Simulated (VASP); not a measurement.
Consider the following.

```
CELL_PARAMETERS angstrom
      3.41875     0.00000     0.00000
      0.00000     3.41875     0.00000
      0.00000     0.00000     3.41875
ATOMIC_POSITIONS crystal
  Sn 0.00000 0.00000 0.00000
  Si 0.50000 0.50000 0.50000
```

Level of theory: LDA (Ceperley-Alder, Perdew-Zunger), VASP's LDA PAW potentials (set 64) (plane waves; VASP). Numerical set-up: 400 eV cut-off, 12×12×12 Γ-centred mesh, tetrahedra with Blöchl corrections, potentials Sn_d Si.

Unless said otherwise, spin-orbit coupling is left out, though it shifts the bands of the heavy elements here.

Question: What does the run give for the energy per atom (σ→0), band gap (on the k-mesh) with the smallest direct gap where there is one?

Answer: 
| Quantity | Value |
|---|---|
| band gap (on the k-mesh) | none (metal, semimetal or under 0.01 eV) |
| energy per atom (σ→0) | -4.811 eV/atom |

The absolute energy has meaning only against runs of the same code, potentials and settings.

The structure was generated: SiSn was put into the CsCl type (Pm-3m), which need not be its known phase. It was relaxed first, which changed the volume by +18 %. VASP warned that the highest band is occupied, so more bands are needed.
